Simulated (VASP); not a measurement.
TlMoS2: single point with LDA+U

The system is TlMoS2.

```xyz
4
Lattice="1.9371 1.1184 7.0324 -1.9371 1.1184 7.0324 0.0000 -2.2368 7.0324" Properties=species:S:1:pos:R:3 pbc="T T T"
Tl    0.0000    0.0000   10.5486
Mo    0.0000    0.0000    0.0000
S     0.0000    0.0000    5.6266
S     0.0000    0.0000   15.4706
```

The cell comes from a database or a generator and needn't be the stable form of this composition.

```json
{
  "Program": "VASP 6.6.1",
  "Task": "single point",
  "Functional": "LDA",
  "Potentials or basis": "VASP PAW LDA potentials, release 64 (Tl_d, Mo_sv, S)",
  "Cutoff": "520 eV",
  "k mesh": "6 × 6 × 6",
  "Occupations": "gaussian, width 0.05 eV",
  "Spin": "collinear spin, ferromagnetic start",
  "Starting moments": "[0.0, 1.0, 0.0, 0.0] μB",
  "Hubbard terms": "Mo d U = 3 eV",
  "Further INCAR settings": "ALGO = Normal; EDIFF = 1e-07; NBANDS = 32"
}
```

```yaml
Pressure: -7.1 GPa
Largest_force: 1.196 eV/Å
Band_gap_on_the_k_mesh: 0.54 eV, indirect (least direct gap 1.00 eV)
Net_moment: 3.00 μB per cell
Site_moments: Tl -0.01; Mo +2.65; S -0.01 μB
Valence_electrons_inside_the_program's_atomic_spheres: Tl 11.16; Mo 12.02; S 3.68
```

Forces in eV/Å, atoms in the order of the input:
```
Tl   0.000  0.000  0.000
Mo   0.000  0.000  0.000
S    0.000  0.000  1.196
S    0.000  0.000 -1.196
```

Stress tensor (GPa, compression positive):
```
-7.66  0.00  0.00
 0.00 -7.66  0.00
 0.00  0.00 -5.91
```

Levels at points of the mesh, in eV from the valence-band top:
Spin up:
```tsv
k point	band 18	band 19	band 20	band 21	band 22	band 23	band 24	band 25
(0.00, 0.00, 0.00)	-2.21	-1.79	-1.79	-0.95	2.07	2.07	2.78	5.13
(0.50, 0.00, 0.00)	-2.22	-1.61	-1.40	-1.30	0.64	1.44	2.56	3.45
(0.50, 0.50, 0.00)	-2.97	-1.85	-1.61	-1.32	0.87	2.12	2.37	3.76
(0.50, 0.50, 0.50)	-1.67	-1.67	-1.40	-0.06	1.80	1.80	2.27	3.92
```
Spin down:
| k point | band 16 | band 17 | band 18 | band 19 | band 20 | band 21 |
| --- | --- | --- | --- | --- | --- | --- |
| (0.00, 0.00, 0.00) | -2.46 | -1.72 | -1.72 | 1.04 | 1.04 | 1.59 |
| (0.50, 0.00, 0.00) | -3.46 | -2.54 | -1.19 | 0.55 | 1.24 | 1.92 |
| (0.50, 0.50, 0.00) | -3.24 | -2.88 | -2.85 | 0.54 | 0.98 | 2.12 |
| (0.50, 0.50, 0.50) | -1.60 | -1.60 | 0.00 | 1.00 | 1.00 | 1.43 |

Eigenvalues of the final occupation matrices:
| site | spin | trace | eigenvalues |
| --- | --- | --- | --- |
| site 2 d | 1 | 3.16 | 0.33 0.33 0.83 0.83 0.84 |
| site 2 d | 2 | 0.56 | 0.05 0.05 0.05 0.21 0.21 |

It took 6.7 min on 1 thread of Intel(R) Xeon(R) Platinum 8488C (Sapphire Rapids), on a shared host, peak memory 0.43 GiB.

Caveat: spin-orbit coupling is left out, which as a rule narrows the gap of such compounds by several tenths of an eV; forces of over 1 eV/Å show positions far from the minimum, so gaps and moduli don't describe the material at rest. A k mesh can miss the band edges.
